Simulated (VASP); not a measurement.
Method: PBEsol GGA, VASP's PBE PAW potentials (set 64) (plane waves; VASP).

VASP input:

File KPOINTS:
```
Regular mesh
0
G
  8 8 2
```

INCAR:
```
SYSTEM = WSe2
PREC = Accurate
ENCUT = 520
EDIFF = 1E-7
NELM = 100
ALGO = Normal
LREAL = .FALSE.
LASPH = .TRUE.
ISMEAR = 0
SIGMA = 0.05
GGA = PS
LMAXMIX = 6
LWAVE = .FALSE.
LCHARG = .FALSE.
ISIF = 4
IBRION = 2
NSW = 30
EDIFFG = -0.01
```

File POSCAR:
```
WSe2
1
    1.6373286803    -2.8359361401     0.0000000000
    1.6373286803     2.8359361401     0.0000000000
    0.0000000000     0.0000000000    13.1968612982
W Se
2 4
Direct
  0.3333330000   0.6666670000   0.2500000000
  0.6666670000   0.3333330000   0.7500000000
  0.3333330000   0.6666670000   0.8770458612
  0.6666670000   0.3333330000   0.3770458612
  0.6666670000   0.3333330000   0.1229541388
  0.3333330000   0.6666670000   0.6229541388
```

POTCAR, in this order: W_sv Se (PBE.64 set). Program: vasp_std.

The run wrote:

OUTCAR:
```
 ion  position               nearest neighbor table
   1  0.333  0.667  0.250-   4 2.53   5 2.53   4 2.53   5 2.53   4 2.53   5 2.53
   2  0.667  0.333  0.750-   3 2.53   6 2.53   3 2.53   6 2.53   3 2.53   6 2.53
   3  0.333  0.667  0.877-   2 2.53   2 2.53   2 2.53
   4  0.667  0.333  0.377-   1 2.53   1 2.53   1 2.53
   5  0.667  0.333  0.123-   1 2.53   1 2.53   1 2.53
   6  0.333  0.667  0.623-   2 2.53   2 2.53   2 2.53
  LATTYP: Found a hexagonal cell.
 ALAT       =     3.2746570810
 C/A-ratio  =     4.0299979423
 Subroutine PRICEL returns:
 Original cell was already a primitive cell.
 Subroutine GETGRP returns: Found 24 space group operations
The static configuration has the point symmetry D_3d.
 The point group associated with its full space group is D_6h.
The dynamic configuration has the point symmetry D_3d.
 Subroutine INISYM returns: Found 24 space group operations
 Subroutine IBZKPT returns following result:
 Found     20 irreducible k-points:

 Following reciprocal coordinates:
            Coordinates               Weight
  0.000000  0.000000  0.000000      1.000000
  0.125000  0.000000  0.000000      6.000000
  0.250000  0.000000  0.000000      6.000000
...
```

### OSZICAR
```
       N       E                     dE             d eps       ncg     rms          rms(c)
DAV:   1     0.506258011863E+03    0.50626E+03   -0.28476E+04  1392   0.163E+03
DAV:   2    -0.172351306246E+02   -0.52349E+03   -0.51326E+03  1508   0.427E+02
DAV:   3    -0.477709851064E+02   -0.30536E+02   -0.30143E+02  1543   0.935E+01
DAV:   4    -0.485029036104E+02   -0.73192E+00   -0.72832E+00  1530   0.147E+01
DAV:   5    -0.485190076760E+02   -0.16104E-01   -0.16097E-01  1497   0.212E+00    0.312E+01
DAV:   6    -0.469589010188E+02    0.15601E+01   -0.96349E+00  1398   0.175E+01    0.113E+01
DAV:   7    -0.467162862364E+02    0.24261E+00   -0.42783E+00  1427   0.847E+00    0.556E+00
DAV:   8    -0.465514501227E+02    0.16484E+00   -0.72000E-01  1632   0.467E+00    0.116E+00
DAV:   9    -0.465521020270E+02   -0.65190E-03   -0.55306E-02  1560   0.118E+00    0.746E-01
DAV:  10    -0.465507491768E+02    0.13529E-02   -0.16725E-02  1595   0.847E-01    0.200E-01
DAV:  11    -0.465506239203E+02    0.12526E-03   -0.22801E-03  1565   0.295E-01    0.146E-01
DAV:  12    -0.465506045252E+02    0.19395E-04   -0.83538E-05  1551   0.519E-02    0.867E-02
DAV:  13    -0.465505997181E+02    0.48072E-05   -0.93865E-05  1590   0.549E-02    0.474E-03
DAV:  14    -0.465506001356E+02   -0.41755E-06   -0.29875E-06  1480   0.114E-02    0.399E-03
DAV:  15    -0.465506002697E+02   -0.13405E-06   -0.17996E-07  1180   0.249E-03    0.198E-03
DAV:  16    -0.465506003068E+02   -0.37183E-07   -0.48343E-08   970   0.126E-03
   1 F= -.46550600E+02 E0= -.46550600E+02  d E =-.465506E+02
```

### OUTCAR
```
------------------------ aborting loop because EDIFF is reached ----------------------------------------
  FORCE on cell =-STRESS in cart. coord.  units (eV):
  Direction    XX          YY          ZZ          XY          YZ          ZX
  --------------------------------------------------------------------------------------
  Total       -0.0659102     -0.0659102     -0.0140639     -0.0000000      0.0000000      0.0000000
  in kB       -0.8616486     -0.8616484     -0.1838586     -0.0000000      0.0000000      0.0000000
  external PRESSURE =      -0.6357185 kB  Pullay stress =       0.0000000 kB
  volume of cell :      122.56
      direct lattice vectors                 reciprocal lattice vectors
     1.637328680 -2.835936140  0.000000000     0.305375461 -0.176308624  0.000000000
     1.637328680  2.835936140  0.000000000     0.305375461  0.176308624  0.000000000
     0.000000000  0.000000000 13.196861298     0.000000000  0.000000000  0.075775594
 POSITION                                       TOTAL-FORCE (eV/Angst)
 -----------------------------------------------------------------------------------
      1.63733      0.94531      3.29922        -0.000000     -0.000000      0.000000
      1.63733     -0.94531      9.89765         0.000000      0.000000      0.000000
      1.63733      0.94531     11.57425        -0.000000     -0.000000     -0.008682
      1.63733     -0.94531      4.97582        -0.000000      0.000000     -0.008682
      1.63733     -0.94531      1.62261         0.000000      0.000000      0.008682
      1.63733      0.94531      8.22104        -0.000000     -0.000000      0.008682
 -----------------------------------------------------------------------------------
    total drift:                               -0.000137      0.001060     -0.000034
  FREE ENERGIE OF THE ION-ELECTRON SYSTEM (eV)
  ---------------------------------------------------
  free  energy   TOTEN  =       -46.5506003068 eV

  energy  without entropy=      -46.5506003068  energy(sigma->0) =      -46.55060031

 reached required accuracy - stopping structural energy minimisation
```
(Selected blocks of OUTCAR.)

Without a dispersion term in the relaxation, distances and binding between the weakly bound layers, chains or molecules are unreliable, and so is what depends on them.

The compound is WSe2 in the 2H layered structure. It was relaxed first.
